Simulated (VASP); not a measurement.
OSZICAR of a VASP run on SiO2 (rutile):

**OSZICAR**
```
       N       E                     dE             d eps       ncg     rms          rms(c)
DAV:   1     0.146922780738E+03    0.14692E+03   -0.14048E+04  7272   0.514E+02
DAV:   2    -0.472183041838E+02   -0.19414E+03   -0.18412E+03  8576   0.175E+02
DAV:   3    -0.531565952099E+02   -0.59383E+01   -0.58769E+01  8536   0.254E+01
DAV:   4    -0.531755165894E+02   -0.18921E-01   -0.18919E-01  8368   0.155E+00
DAV:   5    -0.531755746271E+02   -0.58038E-04   -0.58037E-04  8236   0.833E-02    0.168E+01
DAV:   6    -0.490112393246E+02    0.41643E+01   -0.21874E+00  7944   0.943E+00    0.754E+00
DAV:   7    -0.489965545857E+02    0.14685E-01   -0.43106E-01  8528   0.232E+00    0.313E+00
DAV:   8    -0.489856710230E+02    0.10884E-01   -0.17571E-02  8004   0.626E-01    0.807E-01
DAV:   9    -0.489857874834E+02   -0.11646E-03   -0.20579E-03  8232   0.215E-01    0.238E-01
DAV:  10    -0.489859372627E+02   -0.14978E-03   -0.22449E-04  8292   0.559E-02    0.435E-02
DAV:  11    -0.489859397719E+02   -0.25092E-05   -0.54811E-06  8716   0.103E-02    0.924E-03
DAV:  12    -0.489859398248E+02   -0.52946E-07   -0.63309E-07  8080   0.382E-03
   1 F= -.48985940E+02 E0= -.48985940E+02  d E =-.100081E-21
 imaginary and real dielectric function
```

Problem. Which electronic solver shows in the log?

Solution. It is blocked Davidson (ALGO = Normal, or the opening steps of other solvers). The INCAR had ALGO = Normal.

Problem. Can the final energy be trusted as converged?

Solution. The run converged. It stopped with EDIFF = 1E-7, NELM = 100 (PBEsol GGA, plane waves, VASP's PBE PAW potentials (set 64)).

The compound is SiO2 in the rutile structure, stishovite, a high-pressure form. It was relaxed first.
